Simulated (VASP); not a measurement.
Calculation: revPBE GGA, VASP's PBE PAW potentials (set 64) (plane waves; VASP 6.6.1).

VASP input:

File POSCAR:
```
Nb
1
   -1.6450367499     1.6450367499     1.6450367499
    1.6450367499    -1.6450367499     1.6450367499
    1.6450367499     1.6450367499    -1.6450367499
Nb
1
Direct
  0.0000000000   0.0000000000   0.0000000000
```

**INCAR**
```
ISIF  =  2
SYSTEM  =  Nb
LREAL  =  .FALSE.
LASPH  =  .TRUE.
LWAVE  =  .FALSE.
GGA  =  RE
ALGO  =  Normal
PREC  =  Accurate
LCHARG  =  .FALSE.
SIGMA  =  0.1
ENCUT  =  520   # plane-wave cut-off (eV)
NELM  =  100   # most electronic steps
ISMEAR  =  1   # Methfessel-Paxton
EDIFF  =  1E-7   # SCF stop (eV)
LMAXMIX  =  4   # l cut-off of mixed one-centre charges
```

KPOINTS:
```
Automatic mesh
0
Gamma
15 15 15
0 0 0
```

POTCAR, in this order: Nb_sv (PBE.64 set). Program: vasp_std.

What VASP printed:

File OSZICAR:
```
       N       E                     dE             d eps       ncg     rms          rms(c)
DAV:   1     0.116631692271E+03    0.11663E+03   -0.75856E+03  2400   0.131E+03
DAV:   2    -0.455816181178E+01   -0.12119E+03   -0.11831E+03  2586   0.449E+02
DAV:   3    -0.987219098437E+01   -0.53140E+01   -0.50110E+01  3550   0.787E+01
DAV:   4    -0.101792831501E+02   -0.30709E+00   -0.30272E+00  3418   0.171E+01
DAV:   5    -0.101918042678E+02   -0.12521E-01   -0.12517E-01  3562   0.279E+00    0.714E+00
DAV:   6    -0.983038177925E+01    0.36142E+00   -0.72996E-01  3714   0.117E+01    0.252E+00
DAV:   7    -0.979119119488E+01    0.39191E-01   -0.22981E-01  3748   0.653E+00    0.970E-01
DAV:   8    -0.979762896845E+01   -0.64378E-02   -0.13511E-02  2814   0.183E+00    0.501E-02
DAV:   9    -0.979768835855E+01   -0.59390E-04   -0.12535E-03  4148   0.365E-01    0.537E-02
DAV:  10    -0.979771421483E+01   -0.25856E-04   -0.35582E-05  2982   0.100E-01    0.197E-02
DAV:  11    -0.979770511210E+01    0.91027E-05   -0.70683E-06  2672   0.544E-02    0.364E-03
DAV:  12    -0.979770491708E+01    0.19502E-06   -0.22288E-07  2702   0.691E-03    0.176E-03
DAV:  13    -0.979770467115E+01    0.24592E-06   -0.43133E-08  1430   0.302E-03    0.405E-04
DAV:  14    -0.979770465894E+01    0.12215E-07   -0.12876E-08  1380   0.210E-03
   1 F= -.97977047E+01 E0= -.97975041E+01  d E =-.601703E-03
```

**OUTCAR**
```
------------------------ aborting loop because EDIFF is reached ----------------------------------------
  FORCE on cell =-STRESS in cart. coord.  units (eV):
  Direction    XX          YY          ZZ          XY          YZ          ZX
  --------------------------------------------------------------------------------------
  Total        0.5821892      0.5821892      0.5821892      0.0000000     -0.0000000     -0.0000000
  in kB       52.3827032     52.3827032     52.3827032      0.0000000     -0.0000000     -0.0000000
  external PRESSURE =      52.3827032 kB  Pullay stress =       0.0000000 kB
  volume of cell :       17.81
      direct lattice vectors                 reciprocal lattice vectors
    -1.645036750  1.645036750  1.645036750     0.000000000  0.303944578  0.303944578
     1.645036750 -1.645036750  1.645036750     0.303944578  0.000000000  0.303944578
     1.645036750  1.645036750 -1.645036750     0.303944578  0.303944578  0.000000000
 POSITION                                       TOTAL-FORCE (eV/Angst)
 -----------------------------------------------------------------------------------
      0.00000      0.00000      0.00000        -0.000000     -0.000000      0.000000
 -----------------------------------------------------------------------------------
    total drift:                                0.000000      0.000000     -0.000000
  FREE ENERGIE OF THE ION-ELECTRON SYSTEM (eV)
  ---------------------------------------------------
  free  energy   TOTEN  =        -9.7977046589 eV

  energy  without entropy=       -9.7971029556  energy(sigma->0) =       -9.79750409
```
(Selected blocks of OUTCAR.)

The compound is Nb in the bcc structure. This cell is one point of a volume scan, at 0.97 of the reference volume.
